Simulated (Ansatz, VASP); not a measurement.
# W (W(100) film of 4 layers): VASP beside Ansatz, part 2 of 2

Wanted: the spread between two codes on one cell, functional and k mesh. The cell is taken from a series of runs on this material, whose earlier steps may have relaxed, scaled, displaced or heated it; both programs get it as it stands.

VASP 6.6.1 and Ansatz 0.2.0.

So far: Starting point; VASP: zone-centre phonons, PBEsol.

## (3) Ansatz: zone-centre phonons, PBEsol

Level of this step: Ansatz beside VASP: Kohn-Sham DFT, plane waves, PBEsol (Ansatz).

Ansatz runs on its default PAW (the set named soft_2) files.

The same cell, functional, mesh and smearing now go to Ansatz, which takes its cutoff from its data sets.

The input, input.yaml:

```yaml
crystal:
  lattice:
    - [3.0769732436, 0.0, 0.0]
    - [0.0, 3.0769732436, 0.0]
    - [0.0, 0.0, 33.2799998984]
  atoms:
    - { symbol: W, position: [0.0, 0.0, 0.1675064206] }
    - { symbol: W, position: [0.5, 0.5, 0.2106867909] }
    - { symbol: W, position: [0.0, 0.0, 0.2622699413] }
    - { symbol: W, position: [0.5, 0.5, 0.3054503116] }
  periodic: [true, true, false]
kpoints:
  mp_grid: { grid: [6, 6, 1] }
hamiltonian:
  xc: pbesol
scf:
  occupations: { method: methfessel_paxton, width: 0.2 }
output:
  eigenvalues: true
phonons:
  method: dfpt
  qmesh: [2, 2, 1]
  temperatures: { t_max: 1000, t_step: 50 }
  qpath:
    path: [[0.0, 0.0, 0.0], [0.0, 0.5, 0.0], [0.5, 0.5, 0.0], [0.0, 0.0, 0.0]]
    npoints: 10
```

Run with:

```bash
$ ansatz run input.yaml --threads 4 --pin off --max-ram 16384MiB --backend cpu --events-out ev --progress --plain --runs-dir out
```

Numbers of over 12 decimals in the logs are rounded to 6 here.

The program printed:

```text
Warning: crystal.symmetry: narrowed to the stabiliser of the run's FFT grids — unitary ops 16 → 8. A phonons.method: dfpt run fills in the rows of the dynamical matrix that it does not solve by its symmetry operations, which is exact only for operations that map its FFT grids onto themselves: filled in by any other, the frequencies could depend on the order in which like atoms are typed, or, by more than the grids' own error, on where the crystal sits among the grids' points. Excluded: 8 operations. The run can therefore solve more perturbations, solve them on more k-points, or both, and cost more. [rest of the remark cut]
Engine: ansatz 0.2.0, aarch64-unknown-linux-gnu
Pseudopotentials: kind: paw
Pseudopotential: W, paw, valence charge 14, recommended cutoff 420 eV (normal), W.paw.azcp
Functional definition: PBEsol
  exchange = pbesol_x
  correlation = pbesol_c
Crystal: 4 atoms, lattice volume = 315.087 Å³
Basis set: ecut = 420 eV, 6183 PW (Γ), exchange–correlation on 48×48×450 points (8 copies of the dense FFT grid, shifted against one another)
Bands: 34, of which v1, the nominal top of the filled ones, is band 28 counted from 1 (27 counted from 0)
Symmetry: 16 space group operations
k-points: 10 of 36 (irreducible under 8 space group operations)
Non-local potential: W, projectors of the file, l = 0: 3, l = 1: 2, l = 2: 2, l = 3: 1
PAW form: soft (Blöchl's): semilocal exchange-correlation on the pseudo side does not see the compensation charge
PAW frozen core: W, regenerated for the run's functional, and the local potential with it (the file was generated under x = pbe(κ = 0.804, μ = 0.219515), c = pbe(β = 0.066725))
PAW one-centre angular grid: W, 590 points (default); XC on 64 Gauss nodes
Initial density: superposition of atomic densities (neutral atoms: chi_scale 0, normalization atom), corrected by the library's trained network
Initial wavefunctions: pseudopotential atomic-orbital guess
Functional: x = pbesol(κ = 0.804, μ = 0.123457), c = pbesol(β = 0.046)
SCF iter   1: F=—  HF=-41020.986326 eV  |F-HF|=—  |Δ(HF+E_count)|=         —  Δρ=5.09e-3  dr2=4.10e-1  ethr=1.77e-3  ⟨swp⟩=10.9  Hψ=2222  notcnv=0
preconditioner: auto → LDOS  [metal: Δε(μ)=0.097 eV  Ē_g=4.464 eV  σ=0.200 eV  W_gap=0.40  n_scr=24 (ndim 8)  ℏωp=10.2 eV  f_vac=0.730  D(μ)=4.30/eV (n_scr^D=16)  β→1.0]
SCF iter   2: F=—  HF=-41020.951536 eV  |F-HF|=—  |Δ(HF+E_count)|=   3.48e-2  S|Δr|=    0.00e0  Δρ=2.57e-3  dr2=1.66e-1  ethr=7.32e-4  ⟨swp⟩=2.7  Hψ=637  notcnv=0  defer=2
SCF iter   3: F=—  HF=-41020.944727 eV  |F-HF|=—  |Δ(HF+E_count)|=   6.81e-3  S|Δr|=    0.00e0  Δρ=9.29e-4  dr2=2.16e-2  ethr=2.96e-4  ⟨swp⟩=3.3  Hψ=552  notcnv=0  defer=2
SCF iter   4: F=—  HF=-41020.943972 eV  |F-HF|=—  |Δ(HF+E_count)|=   7.55e-4  S|Δr|=    0.00e0  Δρ=2.69e-4  dr2=4.39e-4  ethr=3.85e-5  ⟨swp⟩=3.0  Hψ=573  notcnv=0  defer=2
SCF iter   5: F=—  HF=-41020.944053 eV  |F-HF|=—  |Δ(HF+E_count)|=   8.03e-5  S|Δr|=    0.00e0  Δρ=8.73e-5  dr2=2.82e-5  ethr=7.83e-7  ⟨swp⟩=3.6  Hψ=770  notcnv=0  defer=2
SCF iter   6: F=—  HF=-41020.944059 eV  |F-HF|=—  |Δ(HF+E_count)|=   6.37e-6  S|Δr|=    0.00e0  Δρ=2.72e-5  dr2=4.44e-6  ethr=5.03e-8  ⟨swp⟩=3.9  Hψ=793  notcnv=0  defer=2
SCF iter   7: F=—  HF=-41020.944019 eV  |F-HF|=—  |Δ(HF+E_count)|=   3.97e-5  S|Δr|=    0.00e0  Δρ=7.97e-6  dr2=1.94e-7  ethr=7.92e-9  ⟨swp⟩=3.7  Hψ=743  notcnv=0  defer=1
SCF iter   8: F=—  HF=-41020.944020 eV  |F-HF|=—  |Δ(HF+E_count)|=   3.22e-7  S|Δr|=    0.00e0  Δρ=2.41e-6  dr2=2.30e-8  ethr=3.46e-10  ⟨swp⟩=4.1  Hψ=888  notcnv=0  defer=1
SCF iter   9: F=—  HF=-41020.944020 eV  |F-HF|=—  |Δ(HF+E_count)|=   3.45e-8  S|Δr|=    0.00e0  Δρ=4.95e-7  dr2=1.28e-9  ethr=4.10e-11  ⟨swp⟩=4.1  Hψ=820  notcnv=0  defer=1
SCF iter  10: F=—  HF=-41020.944020 eV  |F-HF|=—  |Δ(HF+E_count)|=   3.82e-9  S|Δr|=    0.00e0  Δρ=1.54e-7  dr2=6.36e-11  ethr=2.29e-12  ⟨swp⟩=3.8  Hψ=769  notcnv=0  defer=1
SCF iter  11: F=-41020.944020 eV  HF=-41020.944020 eV  |F-HF|=1.16e-10  |Δ(HF+E_count)|=  6.62e-10  S|Δr|=    0.00e0  Δρ=2.41e-8  dr2=2.46e-12  ethr=1.00e-12  ⟨swp⟩=19.0  Hψ=3003  notcnv=0
SCF 1 converged in 11 iterations: F = -41020.944020 eV  dr2 = 2.46e-12
  greatest PAW one-centre occupation: 1.000 electrons in one spin orbital (limit 2), on the W atom at site 2 (counted from 0), in its partial waves of l = 0
phonons: the bands overlap, so this run is a metal and interpolates without the dipole-dipole term. If the crystal is really an insulator or semiconductor, its LO-TO splitting is missing
NSCF: frozen V_eff on 10 k-points
NSCF: frozen V_eff on 16 k-points
DFPT response loops at q = (0, 0, 0) (fractional): preconditioner auto → none (partly filled bands, converged f_vac=0.730); β = 0.50; Broyden in place of MSR1
NSCF: frozen V_eff on 32 k-points
DFPT response loops at q = (0, -0.5, 0) (fractional): mixed as the last ones told, above
NSCF: frozen V_eff on 32 k-points
DFPT response loops at q = (-0.5, -0.5, 0) (fractional): mixed as the last ones told, above
SCF converged after 11 iterations
Stability not checked: this state was not tested for a lower state beside it, because cold or Methfessel-Paxton smearing, or corrected tetrahedra, fill the levels in a way that the test cannot read (fill_not_monotonic; see scf.lower_state_search)
Free energy (F): -41020.944020 eV
Harris-Foulkes:  -41020.944020 eV  (|F-HF|=1.16e-10)
Internal energy: -41020.960448 eV  (E = F + TS)
E sigma→0 (E₀):  -41020.948127 eV
Entropy (-TS):   0.016428 eV (4.107 meV/atom)
Fermi energy:    -4.201279 eV
Step filling:    the computed levels leave a gap of 0.1197 eV = 0.6 smearing widths at the electron count; against every level under it full and every level over it empty, smearing changes F+E_penalty+E_count by +8.898 meV and its σ→0 estimate by +4.791 meV
--- Per-component energies (eV) ---
  E_band       = -1795.784337
  E_kinetic    = 1800.449847
  E_local      = -190152.836731  (includes V_loc(G=0)·N_el)
  E_nonlocal   = 19.624984
  E_hartree    = 93998.215409
  E_xc         = -1056.819245
  E_vxc        = -949.326548  (∫ρ·V_xc dr)
  E_paw        = -33745.922670  (= ΣΔE_a)
  E_vpaw       = -510.126645  (= ΣTr[D̂ρ^β])
  E_aug_tail   = -0.000251  (compensation charges beyond the density's cutoff)
  E_ewald      = 88115.441040
  E_core_change = 0.887169  (= ΣΔE_core)
  E_smearing   = 0.016428  (= −TS)
  E_closure    = -0.000000  (closes the sum)
  Σ components = -41020.944020   (vs F -41020.944020, Δ=0.00e0)
--- Band table (eV; the first three rows and the last of 10) ---
  k-point 0: bands = [... 24 lower, -4.8451, -4.6490, -4.5116, -4.3317, -4.2279, -4.2279, -3.4281, -2.6805, ... 2 higher]
  k-point 1: bands = [... 24 lower, -5.4658, -4.9275, -4.7440, -4.1082, -4.1059, -3.7850, -3.5318, -2.8880, ... 2 higher]
  k-point 2: bands = [... 24 lower, -5.4140, -5.3952, -4.8416, -4.5774, -4.4441, -3.5629, -2.4217, -2.4176, ... 2 higher]
  k-point 9: bands = [... 24 lower, -5.3438, -5.3438, -2.3406, -2.3406, -1.8145, -1.8145, -1.1780, -1.1780, ... 2 higher]
--- Phonons (Γ-DFPT): 8 representative perturbations + reference (Σ response iterations 35) ---
  ASR residual: 1.363e-4 → 0.000e0 eV/Å²; symmetrization residual: 1.173e-4 eV/Å²
  The last average, over the group as it would stand without the narrowing to the FFT grids, took up to 6.054e-5 eV/Å² of the zone centre's force constants
  ASR residual per site (eV/Å²): 1.18e-4 1.36e-4 5.40e-5 3.63e-5
  Γ frequencies (cm⁻¹): 0.00 0.00 0.00 60.71 60.71 99.84 99.84 121.38 134.83 134.83 189.69 195.05
--- Phonons (arbitrary-q DFPT): 3 irreducible q on the 2×2×1 mesh ---
  q = [0.0000, 0.0000, 0.0000] (star 1, of the zone-centre solve; hermiticity 1.36e-5, symmetrization 2.95e-13, taken by the last average 3.51e-6): -0.00 0.00 0.00 60.71 60.71 99.84 99.84 121.38 134.83 134.83 189.69 195.05
  q = [0.0000, -0.5000, 0.0000] (star 2, 12 solved perturbations on 16 of 36 k-point pairs; hermiticity 3.18e-6, symmetrization 3.04e-9, taken by the last average 2.39e-6): -20.33 -20.33 69.23 69.23 74.20 74.20 113.63 113.63 144.03 144.03 202.70 202.70
  q = [-0.5000, -0.5000, 0.0000] (star 1, 8 solved perturbations in 104 linear systems a pass and spin channel, the states on 16 of 36 k-point pairs; hermiticity 8.34e-6, symmetrization 2.74e-9, taken by the last average 2.52e-6): -41.43 -41.43 35.29 35.29 139.39 139.39 166.46 166.46 184.22 184.22 205.44 205.44
  sum rule: each row above includes the acoustic sum rule's correction from the zone centre's row sums; it moved no ω² by more than (0.45 cm⁻¹)²
  mesh force constants: q→R imaginary residual 1.05e-17; ASR residual 1.363e-4 → 0.000e0 eV/Å²; symmetrization residual 1.421e-14 eV/Å²
  interpolated dispersion: 31 rows × 12 modes
  density of states and harmonic sums: on the 20×20×1 q-mesh, interpolated from the force constants of a 2×2×1 supercell (no non-analytic term)
  largest difference from the sums on the solved wave vectors: F 3.54e-1 eV, S 4.71e-4 and C_V 1.17e-4 eV/K
  zero-point energy: 0.080340 eV/cell   skipped modes (ω ≤ 0): 65, of them read as no rigid motion or as one in doubt: 62 (8.850e-1 modes/cell left out, lowest -51.19 cm⁻¹)   left out of the sums: 7.44e-2 of the cell's modes: C_V's classical limit lies that fraction below 3 k_B per atom; for a crystal, a wire or a layer, F and S can be off by more, and a phonons.interpolated_qmesh denser along its periods is the remedy for the sampling
```

## (4) Side by side

Known differences besides the potentials themselves: Ansatz cuts the interaction across the vacuum, VASP repeats the sheet without a dipole correction; VASP's run holds the zone centre alone; the data sets hold 56 valence electrons in Ansatz (on its default PAW (the set named soft_2) files) and 24 in VASP; the cutoff is 420 eV in Ansatz and 600 eV in VASP; Ansatz makes its cores anew for this functional, VASP keeps those of its PBE data sets. Total energies have different zeros and are not compared.

Compared:

```
                  quantity  Ansatz   VASP  difference
optical mode 1 to 2 (cm⁻¹)    60.7   62.5     -2.92 %
optical mode 3 to 4 (cm⁻¹)    99.8   83.9    +18.93 %
     optical mode 5 (cm⁻¹)   121.4  121.0     +0.29 %
optical mode 6 to 7 (cm⁻¹)   134.8  141.8     -4.91 %
     optical mode 8 (cm⁻¹)   189.7  188.5     +0.66 %
     optical mode 9 (cm⁻¹)   195.1  194.5     +0.27 %
```

Modes are paired by rising frequency, not by their patterns, so a pair may set unlike modes beside each other; they are those without the splitting of longitudinal modes. Where the cell holds vacuum, a pressure given here is an average over it and none of the material.

## (5) What the set-up changes

Further runs change the set-up of one program: Ansatz's method, potentials or start, or VASP's data sets, cutoff or form of LDA. The table gives Ansatz less VASP for each quantity, since a change that brings one quantity closer may part another.

```
                                                run  optical mode 1 to 2 (%)  optical mode 3 to 4 (%)  optical mode 5 (%)  optical mode 6 to 7 (%)  optical mode 8 (%)  optical mode 9 (%)
                                           as above                     -2.9                       19                0.29                     -4.9                0.66                0.27
VASP with the data sets W_sv and a cutoff of 500 eV                      -13                     -3.0               -0.54                      -15                -3.8                -2.9
```

## (6) Summary of results

| Property | Result |
| --- | --- |
| r.m.s. difference of the optical zone-centre modes, each program's sorted by frequency (zone-centre phonons, PBEsol) | 8.2 cm⁻¹ |
| difference in optical mode 3 to 4 (zone-centre phonons, PBEsol) | +18.9 % |

What this shows: The r.m.s. difference of the optical zone-centre modes, each program's sorted by frequency is 8.2 cm⁻¹ (zone-centre phonons, PBEsol). The data sets hold unlike numbers of valence electrons (56 in Ansatz and 24 in VASP), so part of the differences may come from the potentials. Among the rows given in per cent, the largest difference of the zone-centre phonons, PBEsol pair is in optical mode 3 to 4, +18.9 %. Zone-centre phonons, PBEsol, VASP with the data sets W_sv and a cutoff of 500 eV: the difference in optical mode 1 to 2 goes from -2.9 to -13 %; the difference in optical mode 3 to 4 goes from 19 to -3.0 %; the difference in optical mode 5 goes from 0.29 to -0.54 %; the difference in optical mode 6 to 7 goes from -4.9 to -15 %; the difference in optical mode 8 goes from 0.66 to -3.8 %; the difference in optical mode 9 goes from 0.27 to -2.9 %. Such differences can come from data sets, numerical settings and the points named under the comparisons, not from the functional's error against experiment.

[Lines on the potential files, build, host, timing and source positions are cut from VASP's logs without a mark.]

[Logs are printed without paths, hosts, clocks, repeated set-up lines and the standing remarks that a program may print on its own settings, such as how far it seeks lower states.]

[Hosts, paths, dates, database ids (printed as entryN), source tags and the programs' standing remarks are cut or masked in the printed files.]
